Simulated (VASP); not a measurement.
Write the native input for VASP 6.6.1 that does the following.

```
Task                   : core levels
Functional             : PBE
Potentials or basis    : VASP PAW PBE potentials, release 64 (Hf_pv)
Cutoff                 : 520 eV
k mesh                 : 6 × 6 × 3
Occupations            : methfessel-paxton, width 0.1 eV
Spin                   : no spin polarisation
Further INCAR settings : ALGO = Normal; EDIFF = 1e-06
```

The structure of Hf lies in POSCAR:

```
Hf
1.0
    6.3934000000      0.0000000000      0.0000000000
   -3.1967000000      5.5368468170      0.0000000000
    0.0000000000      0.0000000000     10.1156000000
Hf
16
Direct
    0.1666666666      0.3333333334      0.1250000000
    0.1666666666      0.3333333334      0.6250000000
    0.1666666666      0.8333333333      0.1250000000
    0.1666666666      0.8333333333      0.6250000000
    0.6666666666      0.3333333334      0.1250000000
    0.6666666666      0.3333333334      0.6250000000
    0.6666666666      0.8333333333      0.1250000000
    0.6666666666      0.8333333333      0.6250000000
    0.3333333334      0.1666666666      0.3750000000
    0.3333333334      0.1666666666      0.8750000000
    0.3333333334      0.6666666666      0.3750000000
    0.3333333334      0.6666666666      0.8750000000
    0.8333333334      0.1666666666      0.3750000000
    0.8333333334      0.1666666666      0.8750000000
    0.8333333333      0.6666666666      0.3750000000
    0.8333333333      0.6666666666      0.8750000000
```

The input as run:

INCAR

```
SYSTEM = Hf
ALGO = Normal ; EDIFF = 1E-6
ENCUT = 520 ; GGA = PE
ICORELEVEL = 1 ; ISIF = 2
ISMEAR = 1 ; KPAR = 4
LASPH = .TRUE. ; LCHARG = .FALSE.
LREAL = .FALSE. ; LWAVE = .FALSE.
NELM = 100 ; PREC = Accurate
SIGMA = 0.1
```

KPOINTS

```
k-points
0
G
  6 6 3
  0 0 0
```

Potentials or basis: VASP PAW PBE potentials, release 64 (Hf_pv).

Launch:

```bash
$ cat potpaw_PBE.64/Hf_pv/POTCAR > POTCAR
$ mpirun -np 4 vasp_std > vasp.out
```

It gave:

The pressure is 0.4 GPa. The band gap on the k mesh is none (metal or under the smearing width).

Run time: 2.5 min on 4 MPI ranks on Intel(R) Xeon(R) Platinum 8488C (Sapphire Rapids) (shared host), peak memory 0.62 GiB a rank.
